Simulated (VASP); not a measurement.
An input for Ansatz (written as the equivalent of a VASP run, and not itself run):

Ansatz 0.2 input:
```yaml
crystal:
  lattice:
    - [0.0000000, 2.1906756, 2.1906756]
    - [2.1906756, 0.0000000, 2.1906756]
    - [2.1906756, 2.1906756, 0.0000000]
  atoms:
    - { symbol: Nb, position: [0.5000000, 0.5000000, 0.5000000] }
    - { symbol: N, position: [0.0000000, 0.0000000, 0.0000000] }
kpoints:
  mp_grid: { grid: [16, 16, 16] }
hamiltonian:
  xc: pbe
  dispersion: d3bj
  pseudopotentials: { kind: paw }
scf:
  occupations: { method: tetrahedron }
  max_iter: 100
output: { forces: true, stress: true, eigenvalues: true }
```

Question: Write the VASP files for the same calculation (PBE-D3(BJ)).

Answer: Several could match; the one computed here: 
### INCAR
```
! general
SYSTEM  = NbN
PREC    = Accurate
ENCUT   = 520   ! plane-wave cut-off (eV)
LREAL   = .FALSE.   ! projection in real space or not
LASPH   = .TRUE.   ! aspherical one-centre terms

! electronic loop
EDIFF   = 1E-7
NELM    = 100   ! most electronic steps
ALGO    = Normal   ! blocked Davidson
LMAXMIX = 4

! smearing
ISMEAR  = -5   ! tetrahedra, Bloechl

! functional
GGA     = PE
IVDW    = 12   ! D3, Becke-Johnson

! ions
ISIF    = 2   ! forces and stress, cell fixed

! output
LWAVE   = .FALSE.
LCHARG  = .TRUE.
LORBIT  = 11   ! lm-projected
NEDOS   = 601   ! DOS grid
```

### KPOINTS
```
Automatic
0
G
 16 16 16
```

### POSCAR
```
NbN
1.0
  0.0000000000   2.1906755536   2.1906755536
  2.1906755536   0.0000000000   2.1906755536
  2.1906755536   2.1906755536   0.0000000000
Nb N
1 1
direct
  0.5000000000   0.5000000000   0.5000000000
  0.0000000000   0.0000000000   0.0000000000
```

POTCAR, in this order: Nb_sv N (PBE.64 set). Program: vasp_std.

Limits of the translation: each code has its own PAW files, so the cut-off isn't converted (ENCUT is set for VASP's; basis.ecutwfc is left out, and Ansatz then takes the one that its files recommend); Ansatz stops its SCF on the density residual and VASP on the energy change (EDIFF).

The structure comes from a measured NbN entry (Fm-3m) of the Crystallography Open Database, whose conditions weren't checked. It was relaxed first.
